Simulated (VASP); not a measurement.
Output of a VASP run:

**OSZICAR**
```
...
DAV:   7    -0.390384564954E+02   -0.51261E-04   -0.37952E-05  1072   0.904E-02    0.497E-03
DAV:   8    -0.390384894749E+02   -0.32979E-04   -0.81513E-06  1064   0.403E-02    0.207E-03
DAV:   9    -0.390384883937E+02    0.10812E-05   -0.19937E-07   688   0.621E-03    0.893E-04
DAV:  10    -0.390384891727E+02   -0.77897E-06   -0.13434E-07   552   0.530E-03
   2 F= -.34000104E+02 E0= -.34000104E+02  d E =0.452229E-01
       N       E                     dE             d eps       ncg     rms          rms(c)
DAV:   1    -0.393200476467E+02   -0.28156E+00   -0.94519E-01  1084   0.992E+00    0.802E-01
DAV:   2    -0.393231166058E+02   -0.30690E-02   -0.20614E-02  1204   0.143E+00    0.536E-01
DAV:   3    -0.393002695203E+02    0.22847E-01   -0.30348E-02  1028   0.182E+00    0.514E-02
DAV:   4    -0.393218186099E+02   -0.21549E-01   -0.10088E-02  1008   0.138E+00    0.586E-02
DAV:   5    -0.393230096619E+02   -0.11911E-02   -0.46699E-04  1176   0.249E-01    0.132E-02
DAV:   6    -0.393229943289E+02    0.15333E-04   -0.11272E-04  1120   0.142E-01    0.159E-02
DAV:   7    -0.393230640561E+02   -0.69727E-04   -0.24172E-05  1044   0.719E-02    0.563E-03
DAV:   8    -0.393230918324E+02   -0.27776E-04   -0.77225E-06  1036   0.354E-02    0.108E-03
DAV:   9    -0.393230926853E+02   -0.85290E-06   -0.21422E-07   648   0.628E-03
   3 F= -.34067655E+02 E0= -.34067655E+02  d E =-.223283E-01
       N       E                     dE             d eps       ncg     rms          rms(c)
DAV:   1    -0.393018713783E+02    0.21220E-01   -0.25708E+00  1008   0.139E+01    0.104E+00
DAV:   2    -0.392643788670E+02    0.37493E-01   -0.52147E-02  1160   0.200E+00    0.583E-01
DAV:   3    -0.392487170461E+02    0.15662E-01   -0.51979E-02  1152   0.174E+00    0.993E-02
DAV:   4    -0.392494209104E+02   -0.70386E-03   -0.17128E-03  1120   0.477E-01    0.579E-02
DAV:   5    -0.392480251868E+02    0.13957E-02   -0.14386E-03  1140   0.516E-01    0.339E-02
DAV:   6    -0.392495638328E+02   -0.15386E-02   -0.10610E-03  1064   0.421E-01    0.533E-03
DAV:   7    -0.392495970374E+02   -0.33205E-04   -0.15576E-05  1228   0.502E-02    0.310E-03
DAV:   8    -0.392495876338E+02    0.94036E-05   -0.25323E-06  1092   0.200E-02    0.225E-03
DAV:   9    -0.392495977963E+02   -0.10162E-04   -0.17652E-06  1036   0.172E-02    0.109E-03
DAV:  10    -0.392495986072E+02   -0.81094E-06   -0.73996E-07   620   0.132E-02
   4 F= -.34091983E+02 E0= -.34091983E+02  d E =-.243275E-01
       N       E                     dE             d eps       ncg     rms          rms(c)
DAV:   1    -0.392165559374E+02    0.33042E-01   -0.73205E-01  1008   0.740E+00    0.557E-01
DAV:   2    -0.392058455787E+02    0.10710E-01   -0.14669E-02  1176   0.107E+00    0.311E-01
DAV:   3    -0.392014252589E+02    0.44203E-02   -0.14591E-02  1140   0.929E-01    0.533E-02
DAV:   4    -0.392016947972E+02   -0.26954E-03   -0.35386E-04  1160   0.212E-01    0.347E-02
DAV:   5    -0.392012392446E+02    0.45555E-03   -0.26506E-04  1144   0.228E-01    0.187E-02
DAV:   6    -0.392016906675E+02   -0.45142E-03   -0.28919E-04  1068   0.220E-01    0.298E-03
DAV:   7    -0.392017000038E+02   -0.93363E-05   -0.39375E-06  1236   0.249E-02    0.200E-03
DAV:   8    -0.392016969760E+02    0.30278E-05   -0.49901E-07   648   0.906E-03    0.146E-03
DAV:   9    -0.392017015581E+02   -0.45822E-05   -0.97582E-07   616   0.127E-02    0.624E-04
DAV:  10    -0.392017011621E+02    0.39603E-06   -0.93944E-08   532   0.479E-03
   5 F= -.34095871E+02 E0= -.34095870E+02  d E =-.282152E-01
```

### OUTCAR
```
------------------------ aborting loop because EDIFF is reached ----------------------------------------
  FORCE on cell =-STRESS in cart. coord.  units (eV):
  Direction    XX          YY          ZZ          XY          YZ          ZX
  --------------------------------------------------------------------------------------
  Total        5.1483499      5.1483444      5.0632397      0.0000000      0.0000000     -0.0000000
  in kB      302.4982753    302.4979538    297.4975088      0.0000000      0.0000000     -0.0000000
  external PRESSURE =       0.8312460 kB  Pullay stress =     300.0000000 kB
  volume of cell :       27.27
      direct lattice vectors                 reciprocal lattice vectors
     1.205094898 -2.087284482 -0.000000000     0.414905084 -0.239545689 -0.000000000
     1.205094898  2.087284482 -0.000000000     0.414905084  0.239545689 -0.000000000
     0.000000000  0.000000000  5.420294028     0.000000000  0.000000000  0.184491837
 POSITION                                       TOTAL-FORCE (eV/Angst)
 -----------------------------------------------------------------------------------
      0.00000      0.00000      1.35507         0.000000      0.000000     -0.000000
      0.00000      0.00000      4.06522        -0.000000     -0.000000     -0.000000
      1.20509      0.69576      1.35507         0.000000      0.000000     -0.000000
      1.20509     -0.69576      4.06522        -0.000000     -0.000000      0.000000
 -----------------------------------------------------------------------------------
    total drift:                                0.000000     -0.000000      0.000000
  FREE ENERGIE OF THE ION-ELECTRON SYSTEM (eV)
  ---------------------------------------------------
  free  energy   TOTEN  =       -39.2017011621 eV

  energy  without entropy=      -39.2017000621  energy(sigma->0) =      -39.20170061
  enthalpy is  TOTEN    =       -34.0958705128 eV   P V=        5.1058306493

 reached required accuracy - stopping structural energy minimisation
```
(Selected blocks of OUTCAR.)

POSCAR:
```
C
1
    1.2118238012    -2.0989395126     0.0000000000
    1.2118238012     2.0989395126    -0.0000000000
    0.0000000000     0.0000000000     5.6521393585
C
4
Direct
  0.0000000000   0.0000000000   0.2500000000
  0.0000000000   0.0000000000   0.7500000000
  0.3333330000   0.6666670000   0.2500000000
  0.6666670000   0.3333330000   0.7500000000
```

Question: Reconstruct the remaining input files.

Answer: Several could match; the one computed here: the input of the run itself, r2SCAN meta-GGA, plane waves, VASP's PBE PAW potentials (set 64).

**INCAR**
```
SYSTEM = C
PREC = Accurate; ENCUT = 620; LREAL = .FALSE.
LASPH = .TRUE.
EDIFF = 1E-6; NELM = 100; ALGO = Normal
LMIXTAU = .TRUE.
ISMEAR = 0; SIGMA = 0.05
METAGGA = R2SCAN
IBRION = 2; NSW = 40; ISIF = 3
EDIFFG = -0.02; PSTRESS = 300
LWAVE = .FALSE.; LCHARG = .FALSE.
```

### KPOINTS
```
Automatic mesh
0
Gamma
10 10 4
0 0 0
```

POTCAR, in this order: C (PBE.64 set). Program: vasp_std.

Energy and stress use the plane-wave basis of the starting cell.

The compound is C in the graphite structure. This run relaxes it under an external pressure of 30 GPa. Symmetry was kept, so distortions that lower it aren't found.
